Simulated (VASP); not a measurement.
An input for Quantum ESPRESSO's pw.x (written as the equivalent of a VASP run, and not itself run):

```
&CONTROL
  calculation = 'vc-relax'
  pseudo_dir = './pseudo'
  outdir = './out'
  tprnfor = .true.
  tstress = .true.
  nstep = 60
  forc_conv_thr = 0.00039
/
&SYSTEM
  ibrav = 0
  nat = 2
  ntyp = 2
  ecutwfc = 88
  occupations = 'smearing'
  smearing = 'gaussian'
  degauss = 0.003675
  input_dft = 'pbesol'
/
&ELECTRONS
  conv_thr = 7.3e-08
  electron_maxstep = 100
/
&IONS
/
&CELL
/
ATOMIC_SPECIES
  Na 22.990 Na.upf
  I 126.904 I.upf
CELL_PARAMETERS angstrom
     0.0000000    3.2350000    3.2350000
     3.2350000    0.0000000    3.2350000
     3.2350000    3.2350000    0.0000000
ATOMIC_POSITIONS crystal
  Na   0.0000000  0.0000000  0.0000000
  I    0.5000000  0.5000000  0.5000000
K_POINTS automatic
  7 7 7 0 0 0
```

Question: Translate this input to VASP (INCAR, KPOINTS, POSCAR, choice of POTCAR).

Answer: This is not unique; one that fits is 
**KPOINTS**
```
Automatic mesh
0
gamma
 7 7 7
```

File POSCAR:
```
NaI
1
    0.0000000000     3.2350000000     3.2350000000
    3.2350000000     0.0000000000     3.2350000000
    3.2350000000     3.2350000000     0.0000000000
Na I
1 1
Direct
  0.0000000000   0.0000000000   0.0000000000
  0.5000000000   0.5000000000   0.5000000000
```

INCAR:
```
SYSTEM = NaI
PREC = Accurate
ENCUT = 400
EDIFF = 1E-6
NELM = 100
ALGO = Normal
LREAL = .FALSE.
LASPH = .TRUE.
ISMEAR = 0
SIGMA = 0.05
GGA = PS
LMAXMIX = 4
LWAVE = .FALSE.
LCHARG = .FALSE.
IBRION = 2
ISIF = 3
NSW = 60
EDIFFG = -0.01
```

POTCAR, in this order: Na_pv I (PBE.64 set). Program: vasp_std.

Limits of the translation: the potentials are each code's own (VASP's PAW set, PseudoDojo norm-conserving files in pw.x), so ENCUT and ecutwfc are chosen apart and not converted; conv_thr bounds pw.x's estimated SCF error, while EDIFF bounds the energy change between steps; forc_conv_thr acts on force components and is met together with etot_conv_thr.

The compound is NaI in the rock salt structure. This run relaxes it. Symmetry was kept, so distortions that lower it aren't found.
